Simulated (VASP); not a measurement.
An input for Quantum ESPRESSO's pw.x (written as the equivalent of a VASP run, and not itself run):

```
&CONTROL
  calculation = 'scf'
  pseudo_dir = './pseudo'
  outdir = './out'
  tprnfor = .true.
  tstress = .true.
/
&SYSTEM
  ibrav = 0
  nat = 2
  ntyp = 2
  ecutwfc = 82.3
  occupations = 'smearing'
  smearing = 'gaussian'
  degauss = 0.003675
  input_dft = 'pbe'
/
&ELECTRONS
  conv_thr = 7.3e-08
  electron_maxstep = 100
/
ATOMIC_SPECIES
  Ba 137.327 Ba.upf
  Te 127.600 Te.upf
CELL_PARAMETERS angstrom
     0.0000000    3.5741440    3.5259040
     3.3979100    0.0000000    3.5259040
     3.3979100    3.5741440    0.0000000
ATOMIC_POSITIONS crystal
  Ba   0.0000000  0.0000000  0.0000000
  Te   0.4858030  0.5141970  0.5141970
K_POINTS automatic
  6 6 6 0 0 0
```

Write the VASP files for the same calculation (PBE).

This is not unique; one that fits is 
### KPOINTS
```
K-points
0
gamma
  6 6 6
```

### INCAR
```
ALGO = Normal
EDIFF = 1E-6
ENCUT = 400
GGA = PE
ISIF = 2
ISMEAR = 0
LASPH = .True.
LCHARG = .False.
LMAXMIX = 4
LREAL = .False.
LWAVE = .False.
NELM = 100
PREC = Accurate
SIGMA = 0.05
SYSTEM = BaTe
```

POSCAR:
```
BaTe
1
    0.0000000000     3.5741440000     3.5259040000
    3.3979100000     0.0000000000     3.5259040000
    3.3979100000     3.5741440000     0.0000000000
Ba Te
1 1
Direct
  0.0000000000   0.0000000000   0.0000000000
  0.4858030000   0.5141970000   0.5141970000
```

POTCAR, in this order: Ba_sv Te (PBE.64 set). Program: vasp_std.

Limits of the translation: the potentials are each code's own (VASP's PAW set, PseudoDojo norm-conserving files in pw.x), so ENCUT and ecutwfc are chosen apart and not converted; conv_thr bounds pw.x's estimated SCF error, while EDIFF bounds the energy change between steps.

The compound is BaTe in the rock salt structure. The cell was not relaxed at this level, atoms are displaced from their ideal sites.
